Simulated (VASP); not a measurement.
The system is KMg6Cd.

```
Cd K Mg
1.0
     5.33583    0.00000    0.00000
     0.00000    3.39163    5.79613
     0.00000   -3.39163    5.79613
Cd K Mg
1 1 6
Direct
  0.50000 0.65669 0.65669
  0.00000 0.83158 0.83158
  0.50000 0.16693 0.16693
  0.50000 0.65690 0.18713
  0.50000 0.18713 0.65690
  0.00000 0.33673 0.33673
  0.00000 0.82843 0.33561
  0.00000 0.33561 0.82843
```

The cell comes from a database or a generator and needn't be the stable form of this composition.

| Quantity | Value |
| --- | --- |
| Program | VASP 6.6.1 |
| Task | single point |
| Functional | PBE |
| Potentials or basis | VASP PAW PBE potentials, release 64 (Cd, K_sv, Mg) |
| Cutoff | 520 eV |
| k mesh | 5 × 5 × 5 |
| Occupations | fermi-dirac, width 0.05 eV |
| Spin | no spin polarisation |

On this cell: pressure -0.1 GPa; largest force 0.130 eV/Å; band gap on the k mesh none (metal or under the smearing width).

The same run follows on a disturbed copy (atoms moved at random, drawn with an rms of 0.05 Å):

```
CELL_PARAMETERS angstrom
5.33583 0.00000 0.00000
0.00000 3.39163 5.79613
0.00000 -3.39163 5.79613
ATOMIC_POSITIONS crystal
Cd 0.49909 0.65595 0.66628
K 0.99691 0.83082 0.83931
Mg 0.50854 0.16526 0.16703
Mg 0.50212 0.66018 0.18625
Mg 0.51522 0.18177 0.65888
Mg 0.00329 0.34045 0.33476
Mg 0.00900 0.82475 0.34224
Mg 0.99950 0.32975 0.83678
```

Problem. What does the disturbed cell give?

Solution. The energy (extrapolated to zero smearing) moves by +3.9 meV/atom; pressure -0.1 GPa; largest force 0.283 eV/Å; band gap on the k mesh none (metal or under the smearing width).

Forces in eV/Å, atoms in the order of the input:
```
Cd   0.005  0.008 -0.195
K    0.146  0.075 -0.094
Mg  -0.041 -0.013  0.037
Mg  -0.001 -0.178  0.081
Mg  -0.206  0.169  0.095
Mg   0.056 -0.117  0.023
Mg  -0.048 -0.034  0.032
Mg   0.090  0.090  0.021
```

Stress tensor (GPa, compression positive):
```
 0.36 -0.07 -0.08
-0.07 -0.49 -0.03
-0.08 -0.03 -0.29
```
